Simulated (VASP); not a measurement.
A cell of TiAl (L1_0) near equilibrium:

```
AlTi
1.0
    2.81480     0.00000     0.00000
    0.00000     2.81480     0.00000
    0.00000     0.00000     4.05023
Ti Al
1 1
Direct
  0.00000   0.00000   0.00000
  0.50000   0.50000   0.50000
```

Method: r2SCAN meta-GGA, VASP's PBE PAW potentials (set 64) (plane waves; VASP).

| run | ΔE (meV/atom) | σxx | σyy | σzz | largest shear component, with its sign (GPa) | largest force (eV/Å) |
|---|---|---|---|---|---|---|
| as it is | 0.0 | 0.07 | 0.07 | 0.19 | 0.00 | 0.000 |
| after one change | 65.7 | 1.80 | 1.80 | 2.48 | 0.00 | 1.328 |
Stress is in GPa, positive when the cell is compressed.

Problem. Which change was made?
A. isotropic strain of +2.0 %
B. atom 2 (Al) moved by 0.075 Å along y
C. uniaxial strain of -2.0 % along z
D. atom 1 (Ti) moved by 0.200 Å along z

Solution. D, atom 1 (Ti) moved by 0.200 Å along z

The compound is TiAl in the L1_0 structure. The electron count is odd and the run is not spin-polarised, which forces a metal.
